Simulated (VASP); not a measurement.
A run of VASP 6.6.1:

File POSCAR:

```
HfO2
1.0
    0.0000000000      2.5575000000      2.5575000000
    2.5575000000      0.0000000000      2.5575000000
    2.5575000000      2.5575000000      0.0000000000
Hf O
1 2
Direct
    0.0000000000      0.0000000000      0.0000000000
    0.7500000000      0.7500000000      0.7500000000
    0.2500000000      0.2500000000      0.2500000000
```

The input INCAR.step1:

```
SYSTEM = HfO2
  ALGO = Normal
  EDIFF = 1E-6
  ENCUT = 520
  GGA = PE
  ISIF = 2
  ISMEAR = 0
  LASPH = .TRUE.
  LCHARG = .TRUE.
  LMAXMIX = 4
  LREAL = .FALSE.
  LWAVE = .FALSE.
  NBANDS = 18
  NELM = 100
  PREC = Accurate
  SIGMA = 0.02
```

File KPOINTS.step1:

```
k-points
0
G
  8 8 8
  0 0 0
```

The input INCAR.step2:

```
SYSTEM = HfO2
  ALGO = Normal
  EDIFF = 1E-6
  ENCUT = 520
  GGA = PE
  ICHARG = 11
  ISIF = 2
  ISMEAR = 0
  LASPH = .TRUE.
  LCHARG = .FALSE.
  LMAXMIX = 4
  LREAL = .FALSE.
  LWAVE = .FALSE.
  NBANDS = 18
  NELM = 100
  PREC = Accurate
  SIGMA = 0.05
```

KPOINTS.step2

```
path GXWKGLUWLK,UX
10
line-mode
reciprocal
 0.0000000000  0.0000000000  0.0000000000  G
 0.5000000000  0.0000000000  0.5000000000  X

 0.5000000000  0.0000000000  0.5000000000  X
 0.5000000000  0.2500000000  0.7500000000  W

 0.5000000000  0.2500000000  0.7500000000  W
 0.3750000000  0.3750000000  0.7500000000  K

 0.3750000000  0.3750000000  0.7500000000  K
 0.0000000000  0.0000000000  0.0000000000  G

 0.0000000000  0.0000000000  0.0000000000  G
 0.5000000000  0.5000000000  0.5000000000  L

 0.5000000000  0.5000000000  0.5000000000  L
 0.6250000000  0.2500000000  0.6250000000  U

 0.6250000000  0.2500000000  0.6250000000  U
 0.5000000000  0.2500000000  0.7500000000  W

 0.5000000000  0.2500000000  0.7500000000  W
 0.5000000000  0.5000000000  0.5000000000  L

 0.5000000000  0.5000000000  0.5000000000  L
 0.3750000000  0.3750000000  0.7500000000  K

 0.6250000000  0.2500000000  0.6250000000  U
 0.5000000000  0.0000000000  0.5000000000  X
```

Potentials or basis: VASP PAW PBE potentials, release 64 (Hf_pv, O).

Launch:

```bash
$ cat potpaw_PBE.64/Hf_pv/POTCAR potpaw_PBE.64/O/POTCAR > POTCAR
$ cp INCAR.step1 INCAR
$ cp KPOINTS.step1 KPOINTS
$ mpirun -np 1 vasp_std > vasp.out
$ cp INCAR.step2 INCAR
$ cp KPOINTS.step2 KPOINTS
$ mpirun -np 1 vasp_std > vasp.out
```

Hardware: 1 thread of Intel(R) Xeon(R) Platinum 8488C (Sapphire Rapids), with other jobs on the host.

Question: How long does it take, and how much memory?

Answer: Wall time 29 s on 1 thread of Intel(R) Xeon(R) Platinum 8488C (Sapphire Rapids), on a shared host, peak memory 0.18 GiB. Counts: scf iterations 7, k points 100.
